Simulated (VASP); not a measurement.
All values below come from PBEsol GGA, VASP's PBE PAW potentials (set 64) (plane waves; VASP 6.6.1).

Input for VASP

**INCAR**
```
ALGO=Normal
EDIFF=1E-7
ENCUT=400
GGA=PS
ICHARG=11
ISMEAR=0
ISPIN=2
LASPH=T
LCHARG=F
LMAXMIX=4
LORBIT=11
LREAL=F
LWAVE=F
MAGMOM=2*4.3 2*0.1
NELM=100
PREC=Accurate
SIGMA=0.05
SYSTEM=MnS
```

**KPOINTS**
```
k-points along high-symmetry lines
10
Line-mode
Reciprocal
  0.000000   0.000000   0.000000 ! GAMMA
  0.500000   0.000000   0.000000 ! M

  0.500000   0.000000   0.000000 ! M
  0.333333   0.333333   0.000000 ! K

  0.333333   0.333333   0.000000 ! K
  0.000000   0.000000   0.000000 ! GAMMA

  0.000000   0.000000   0.000000 ! GAMMA
  0.000000   0.000000   0.500000 ! A

  0.000000   0.000000   0.500000 ! A
  0.500000   0.000000   0.500000 ! L

  0.500000   0.000000   0.500000 ! L
  0.333333   0.333333   0.500000 ! H

  0.333333   0.333333   0.500000 ! H
  0.000000   0.000000   0.500000 ! A

  0.500000   0.000000   0.500000 ! L
  0.500000   0.000000   0.000000 ! M

  0.333333   0.333333   0.500000 ! H
  0.333333   0.333333   0.000000 ! K
```

POSCAR:
```
MnS
1
    3.9289709151    -0.0000000072    -0.0000000000
   -1.9644849699     3.4025880819     0.0000000000
    0.0000000000     0.0000000000     6.3261609685
Mn S
2 2
Direct
  0.6666670000   0.3333330000   0.0021251727
  0.3333330000   0.6666670000   0.5021251727
  0.6666670000   0.3333330000   0.6230748273
  0.3333330000   0.6666670000   0.1230748273
```

POTCAR, in this order: Mn_pv S (PBE.64 set). Program: vasp_std. Read from the step before: CHGCAR.

The run wrote:

File OSZICAR:
```
       N       E                     dE             d eps       ncg     rms          rms(c)
DAV:   1     0.300814395564E+03    0.30081E+03   -0.19370E+04 11112   0.123E+03
DAV:   2    -0.851499800070E+01   -0.30933E+03   -0.29633E+03 10329   0.357E+02
DAV:   3    -0.286533557686E+02   -0.20138E+02   -0.19489E+02 10989   0.954E+01
DAV:   4    -0.291523807899E+02   -0.49903E+00   -0.49678E+00 10615   0.147E+01
DAV:   5    -0.291622299114E+02   -0.98491E-02   -0.98462E-02 10957   0.230E+00
DAV:   6    -0.291625369406E+02   -0.30703E-03   -0.30700E-03 10944   0.407E-01
DAV:   7    -0.291625495022E+02   -0.12562E-04   -0.12561E-04 11036   0.810E-02
DAV:   8    -0.291625501311E+02   -0.62888E-06   -0.62972E-06 10770   0.174E-02
DAV:   9    -0.291625501668E+02   -0.35751E-07   -0.35395E-07  8521   0.396E-03
   1 F= -.29162550E+02 E0= -.29160809E+02  d E =-.348177E-02  mag=     9.8329
```

### OUTCAR
```



 magnetization (x)

# of ion       s       p       d       tot
------------------------------------------
    1        0.045   0.068   4.026   4.139
    2        0.045   0.068   4.026   4.139
    3        0.009   0.061   0.000   0.070
    4        0.009   0.061   0.000   0.070
--------------------------------------------------
tot          0.106   0.258   8.052   8.417
```
(Selected blocks of OUTCAR.)

**OUTCAR**
```
 val. band max:        4.8605295924   @ k =   0.3889   0.2222   0.0000

 cond. band min:       4.8704898570   @ k =   0.1111   0.0000   0.0000



 spin component 1

 k-point     1 :       0.0000    0.0000    0.0000
  band No.  band energies     occupation
      1     -45.8318      1.00000
      2     -45.8318      1.00000
      3     -45.8309      1.00000
      4     -45.8309      1.00000
      5     -45.8195      1.00000
      6     -45.8154      1.00000
      7      -9.3685      1.00000
      8      -8.5859      1.00000
      9      -1.2291      1.00000
     10      -0.2308      1.00000
     11      -0.2308      1.00000
     12      -0.1664      1.00000
     13      -0.0921      1.00000
     14      -0.0921      1.00000
     15       1.4224      1.00000
     16       1.4224      1.00000
     17       1.7114      1.00000
     18       1.7114      1.00000
     19       1.9371      1.00000
     20       4.0773      1.00000
     21       4.0773      1.00000
     22       4.9811      0.00076
     23       5.1410      0.00000
     24       5.1410      0.00000
     25       5.8199      0.00000
     26       7.4380      0.00000
     27      10.4665      0.00000

 k-point     2 :       0.0556    0.0000    0.0000
  band No.  band energies     occupation
      1     -45.8320      1.00000
      2     -45.8319      1.00000
      3     -45.8309      1.00000
      4     -45.8308      1.00000
      5     -45.8194      1.00000
      6     -45.8153      1.00000
      7      -9.3510      1.00000
      8      -8.5770      1.00000
      9      -1.2056      1.00000
     10      -0.2631      1.00000
     11      -0.2227      1.00000
     12      -0.1568      1.00000
     13      -0.1104      1.00000
     14      -0.0815      1.00000
     15       1.4114      1.00000
     16       1.4206      1.00000
     17       1.7069      1.00000
     18       1.7145      1.00000
     19       1.9408      1.00000
     20       3.9533      1.00000
...
```

The density is held fixed in this step, so its total energy and stress have no physical meaning. The moments were started parallel, and other spin orders were not tried in this run.

The structure was generated: MnS was put into the wurtzite type (P6_3mc), which need not be its known phase. It was relaxed first, which changed the volume by -5 %.
